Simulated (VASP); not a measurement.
VASP input:

**INCAR**
```
! general
SYSTEM  = PbI2
PREC    = Accurate
ENCUT   = 300
LREAL   = .FALSE.   ! projection in real space or not
LASPH   = .TRUE.

! electronic loop
EDIFF   = 1E-6   ! SCF stop (eV)
NELM    = 100   ! most electronic steps
ALGO    = Normal   ! blocked Davidson
LMAXMIX = 4   ! l cut-off of mixed one-centre charges

! smearing
ISMEAR  = 1   ! Methfessel-Paxton
SIGMA   = 0.2   ! width (eV)

! functional
GGA     = PS   ! PBEsol

! ions
ISIF    = 2

! output
LWAVE   = .FALSE.
LCHARG  = .FALSE.
```

**POSCAR**
```
PbI2
1.0
  4.4894100000   0.0000000000   0.0000000000
 -2.2447060000   3.8879430000   0.0000000000
  0.0000000000   0.0000000000  17.7422140000
Pb I
1 2
Cartesian
  0.0000000000   0.0000000000   8.8711070000
 -0.0000029114   2.5919632960  10.7422186307
  2.2447069114   1.2959797040   6.9999953693
```

**KPOINTS**
```
Automatic mesh
0
Gamma
7 7 1
0.5 0 0
```

POTCAR, in this order: Pb_d I (PBE.64 set). Program: vasp_std.

Question: Translate this PBEsol calculation to Ansatz.

Answer: One equivalent input (not run):
Ansatz 0.2 input:
```yaml
crystal:
  lattice:
    - [4.4894100, 0.0000000, 0.0000000]
    - [-2.2447060, 3.8879430, 0.0000000]
    - [0.0000000, 0.0000000, 17.7422140]
  atoms:
    - { symbol: Pb, position: [0.0000000, 0.0000000, 0.5000000] }
    - { symbol: I, position: [0.3333330, 0.6666670, 0.6054610] }
    - { symbol: I, position: [0.6666670, 0.3333330, 0.3945390] }
kpoints:
  mp_grid: { grid: [7, 7, 1], shift: [0.5, 0.0, 0.0] }
hamiltonian:
  xc: pbesol
  pseudopotentials: { kind: paw }
scf:
  occupations: { method: methfessel_paxton, width: 0.2 }
  max_iter: 100
output: { forces: true, stress: true, eigenvalues: true }
```
Limits of the translation: each code has its own PAW files, so the cut-off isn't converted (ENCUT is set for VASP's; basis.ecutwfc is left out, and Ansatz then takes the one that its files recommend); Ansatz stops its SCF on the density residual and VASP on the energy change (EDIFF).

The cell is a sheet with vacuum, built from a generated structure.
